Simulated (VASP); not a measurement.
A run of VASP 6.6.1 is set up as follows.

Contents of INCAR:

```
ALGO = Fast
EDIFF = 1E-6
ENCUT = 520
GGA = PS
ISIF = 2
ISMEAR = 0
LASPH = T
LCHARG = F
LREAL = F
LWAVE = F
NBANDS = 26
NELM = 100
PREC = Accurate
SIGMA = 0.05
```

File KPOINTS:

```
k-points
0
Gamma
  4 4 1
```

File POSCAR:

```
Be12Al
1.0
    4.5800000000      0.0000000000      0.0000000000
    2.2900000000      3.9663960000      0.0000000000
    0.0000000000      0.0000000000     14.5884300000
Be Al
12 1
Direct
    0.0000000000      0.0000000000      0.0685474722
    0.5000000000      0.0000000000      0.0685474722
    0.0000000000      0.5000000000      0.0685474722
    0.5000000000      0.5000000000      0.0685474722
   -0.1648596187      0.3317157440      0.1904012289
    0.3303482541      0.3330209591      0.1902535777
   -0.1655842403      0.8337798344      0.1912268147
    0.3319966498      0.8345198008      0.1898198778
   -0.0001232506     -0.0001434552      0.3190470119
    0.4983707945      0.0023557910      0.3118745472
   -0.0013941346      0.5004437278      0.3145371366
    0.4968729945      0.4969090328      0.3083962428
    0.5914753836      0.6687317656      0.4583374633
```

Potentials or basis: VASP PAW PBE potentials, release 64 (Be, Al).

The run is started by

```sh
$ cat potpaw_PBE.64/Be/POTCAR potpaw_PBE.64/Al/POTCAR > POTCAR
$ mpirun -np 1 vasp_std > vasp.out
```

Task: What does it give for the largest force?

Result: 0.095 eV/Å.

Task: Predict the band gap on the k mesh.

Result: None (metal or under the smearing width).

Forces on the atoms (eV/Å):
```
Be  -0.046  0.003 -0.035
Be   0.038  0.065 -0.001
Be   0.042 -0.006  0.013
Be  -0.063 -0.063 -0.033
Be   0.002 -0.005 -0.001
Be   0.000 -0.003 -0.009
Be   0.002 -0.001  0.002
Be  -0.006  0.005  0.002
Be   0.009 -0.001  0.009
Be  -0.002  0.003  0.006
Be  -0.002  0.001  0.015
Be  -0.001 -0.003  0.017
Al   0.027  0.004  0.014
```

Caveat: the k mesh is coarse (spacing up to 0.40 Å⁻¹), so the values aren't converged; the PAW data sets were made with another functional, which shifts forces and pressure a little.
